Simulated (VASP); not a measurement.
Method: PBE GGA + U (Dudarev), VASP's PBE PAW potentials (set 64) (plane waves; VASP).

The input files of a VASP run:

File POSCAR:
```
TeW
1
    0.0000000000     3.0144170000     3.0144170000
    3.0144170000     0.0000000000     3.0144170000
    3.0144170000     3.0144170000     0.0000000000
Te W
1 1
Direct
  0.0000000000   0.0000000000   0.0000000000
  0.5000000000   0.5000000000   0.5000000000
```

**KPOINTS**
```
Regular mesh
0
G
 7 7 7
0 0 0
```

### INCAR
```
! general
SYSTEM     =  TeW
PREC       =  Accurate
ENCUT      =  400
LREAL      =  .FALSE.
LASPH      =  .TRUE.

! electronic loop
EDIFF      =  1E-6
NELM       =  100
ALGO       =  Normal
LMAXMIX    =  6

! smearing
ISMEAR     =  0
SIGMA      =  0.05

! functional
GGA        =  PE

! DFT+U
LDAU       =  .TRUE.
LDAUTYPE   =  2
LDAUL      =  -1 2
LDAUU      =  0 1.0
LDAUJ      =  0 0
LDAUPRINT  =  1

! ions
ISIF       =  2

! output
LWAVE      =  .FALSE.
LCHARG     =  .FALSE.
LORBIT     =  10
```

POTCAR, in this order: Te W_sv (PBE.64 set). Program: vasp_std.

The run wrote:

### OSZICAR
```
       N       E                     dE             d eps       ncg     rms          rms(c)
DAV:   1     0.921914007651E+02    0.92191E+02   -0.10356E+04   680   0.109E+03
DAV:   2    -0.847510768972E+01   -0.10067E+03   -0.99289E+02   662   0.270E+02
DAV:   3    -0.119191852289E+02   -0.34441E+01   -0.31973E+01   710   0.448E+01
DAV:   4    -0.119786820435E+02   -0.59497E-01   -0.59459E-01   596   0.632E+00
DAV:   5    -0.119795578702E+02   -0.87583E-03   -0.87580E-03   662   0.883E-01    0.959E+00
DAV:   6    -0.113207955743E+02    0.65876E+00   -0.42274E+00   608   0.136E+01    0.290E+00
DAV:   7    -0.112794937979E+02    0.41302E-01   -0.24203E-01   602   0.315E+00    0.185E+00
DAV:   8    -0.112716247781E+02    0.78690E-02   -0.41187E-02   670   0.127E+00    0.489E-01
DAV:   9    -0.112717776606E+02   -0.15288E-03   -0.91987E-04   738   0.227E-01    0.308E-01
DAV:  10    -0.112718467621E+02   -0.69101E-04   -0.48522E-04   644   0.224E-01    0.410E-02
DAV:  11    -0.112718496664E+02   -0.29044E-05   -0.32072E-05   610   0.518E-02    0.123E-02
DAV:  12    -0.112718486083E+02    0.10581E-05   -0.27690E-06   428   0.131E-02    0.387E-03
DAV:  13    -0.112718487346E+02   -0.12634E-06   -0.21293E-07   298   0.434E-03
   1 F= -.11271849E+02 E0= -.11266761E+02  d E =-.101746E-01
```

OUTCAR:
```
------------------------ aborting loop because EDIFF is reached ----------------------------------------
  FORCE on cell =-STRESS in cart. coord.  units (eV):
  Direction    XX          YY          ZZ          XY          YZ          ZX
  --------------------------------------------------------------------------------------
  Total       -5.2144077     -5.2144077     -5.2144077      0.0000000      0.0000000     -0.0000000
  in kB     -152.5020151   -152.5020151   -152.5020151      0.0000000      0.0000000     -0.0000000
  external PRESSURE =    -152.5020151 kB  Pullay stress =       0.0000000 kB
  volume of cell :       54.78
      direct lattice vectors                 reciprocal lattice vectors
     0.000000000  3.014417000  3.014417000    -0.165869553  0.165869553  0.165869553
     3.014417000  0.000000000  3.014417000     0.165869553 -0.165869553  0.165869553
     3.014417000  3.014417000  0.000000000     0.165869553  0.165869553 -0.165869553
 POSITION                                       TOTAL-FORCE (eV/Angst)
 -----------------------------------------------------------------------------------
      0.00000      0.00000      0.00000        -0.000000      0.000000      0.000000
      3.01442      3.01442      3.01442         0.000000     -0.000000     -0.000000
 -----------------------------------------------------------------------------------
    total drift:                                0.000000      0.000000      0.000000
  FREE ENERGIE OF THE ION-ELECTRON SYSTEM (eV)
  ---------------------------------------------------
  free  energy   TOTEN  =       -11.2718487346 eV

  energy  without entropy=      -11.2616741593  energy(sigma->0) =      -11.26676145

 total charge

# of ion       s       p       d       tot
------------------------------------------
    1        1.347   1.862   0.089   3.298
    2        2.355   6.061   3.214  11.630
--------------------------------------------------
tot          3.702   7.923   3.303  14.928
```
(Selected blocks of OUTCAR.)

File OUTCAR:
```
 val. band max:        7.0501314353   @ k =   0.4286   0.0000   0.0000

 cond. band min:       7.0737935340   @ k =  -0.4286   0.1429   0.0000


 Fermi energy:         7.0700954849

 k-point     1 :       0.0000    0.0000    0.0000
  band No.  band energies     occupation
      1     -67.6279      2.00000
      2     -31.7652      2.00000
      3     -31.7652      2.00000
      4     -31.7652      2.00000
      5      -5.7669      2.00000
      6       5.6834      2.00000
      7       5.6834      2.00000
      8       5.6834      2.00000
      9       6.0031      2.00000
     10       6.0031      2.00000
     11       6.0031      2.00000
     12       6.2022      2.00000
     13       6.2022      2.00000
     14       7.8617      0.00000

 k-point     2 :       0.1429    0.0000    0.0000
  band No.  band energies     occupation
      1     -67.6279      2.00000
      2     -31.7675      2.00000
      3     -31.7654      2.00000
      4     -31.7654      2.00000
      5      -5.5878      2.00000
      6       3.9917      2.00000
      7       4.6504      2.00000
      8       4.6504      2.00000
      9       6.1947      2.00000
     10       6.1947      2.00000
     11       6.3549      2.00000
     12       7.4756      0.00000
     13       7.4756      0.00000
     14       9.3394      0.00000

 k-point     3 :       0.2857    0.0000    0.0000
  band No.  band energies     occupation
      1     -67.6278      2.00000
      2     -31.7727      2.00000
      3     -31.7658      2.00000
      4     -31.7658      2.00000
      5      -5.1211      2.00000
      6       2.1015      2.00000
      7       3.7778      2.00000
      8       3.7778      2.00000
      9       6.6216      2.00000
     10       6.6216      2.00000
     11       6.6366      2.00000
     12       9.0651      0.00000
     13       9.0651      0.00000
     14      10.6055      0.00000

 k-point     4 :       0.4286    0.0000    0.0000
  band No.  band energies     occupation
...
```

Unless said otherwise, spin-orbit coupling is left out, though it shifts the bands of the heavy elements here.

The structure was generated: TeW was put into the rocksalt type (Fm-3m), which need not be its known phase. The cell was not relaxed at this level. The run is one of a series of settings (LDAU = .TRUE., LDAUJ = 0 0, LDAUL = -1 2, LDAUTYPE = 2, LDAUU = 0 1.0 against the base run), some of them coarse on purpose.
